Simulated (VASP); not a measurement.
Input of a VASP 6.6.1 run:

The input INCAR:

```
ALGO     = Normal         # electronic algorithm
EDIFF    = 1E-7           # SCF threshold, eV
EDIFFG   = -0.005         # ionic threshold
ENCUT    = 600            # plane-wave cutoff, eV
GGA      = PS             # functional
IBRION   = 2              # ionic algorithm
ISIF     = 3              # what is computed and relaxed
ISMEAR   = 0              # smearing method
KPAR     = 2            
LASPH    = True           # aspherical terms in the spheres
LCHARG   = False          # write CHGCAR
LREAL    = False          # projectors in reciprocal space
LWAVE    = False          # write WAVECAR
NELM     = 80             # most SCF steps
NSW      = 90             # ionic steps
PREC     = Accurate       # precision mode
SIGMA    = 0.03           # smearing width, eV
```

The input KPOINTS:

```
k-points
0
Gamma
  5 5 5
```

Contents of POSCAR:

```
CsGeBr3                                 
1.0
    3.8758392333      2.2377168247      3.1890982853
   -3.8758392333      2.2377168247      3.1890982853
   -0.0000000000     -4.4754336493      3.1890982853
  Cs              Ge              Br            
     1     1     3
Direct
     0.0021081658193253    0.0021081658193253    0.0021081658193253
     0.4899079593316040    0.4899079593316040    0.4899079593316040
     0.0134484259168073    0.5062677244661322    0.5062677244661317
     0.5062677244661317    0.5062677244661317    0.0134484259168080
     0.5062677244661322    0.0134484259168073    0.5062677244661317
```

Potentials or basis: VASP PAW PBE potentials, release 64 (Cs_sv, Ge_d, Br).

Run with:

```bash
$ cat potpaw_PBE.64/Cs_sv/POTCAR potpaw_PBE.64/Ge_d/POTCAR potpaw_PBE.64/Br/POTCAR > POTCAR
$ mpirun -np 2 vasp_std > vasp.out
```

Question: Estimate the relaxed volume.

Answer: 33.03 Å³/atom.

Question: Estimate the relaxed cell.

Answer: a = 5.487 Å, b = 5.487 Å, c = 5.487 Å, α = 89.72°, β = 89.72°, γ = 89.72°.

The path:
| step | energy change (eV) | largest force (eV/Å) | pressure (GPa) | volume (Å³) |
| --- | --- | --- | --- | --- |
| 1 | 0.0000 | 0.0096 | -0.05 | 165.95 |
| 2 | -0.0001 | 0.0115 | -0.01 | 165.73 |
| 3 | -0.0001 | 0.0150 | 0.03 | 165.48 |
| 4 | -0.0001 | 0.0142 | 0.01 | 165.56 |
| 5 | -0.0001 | 0.0117 | 0.01 | 165.55 |
| 6 | -0.0002 | 0.0073 | 0.00 | 165.50 |
| 7 | -0.0002 | 0.0074 | -0.01 | 165.40 |
| 8 | -0.0002 | 0.0062 | -0.01 | 165.46 |
| 9 | -0.0002 | 0.0053 | 0.00 | 165.35 |
| 10 | -0.0003 | 0.0031 | 0.02 | 165.08 |
| 11 | -0.0003 | 0.0022 | 0.00 | 165.16 |

Caveat: the PAW data sets were made with another functional, which shifts forces and pressure a little.
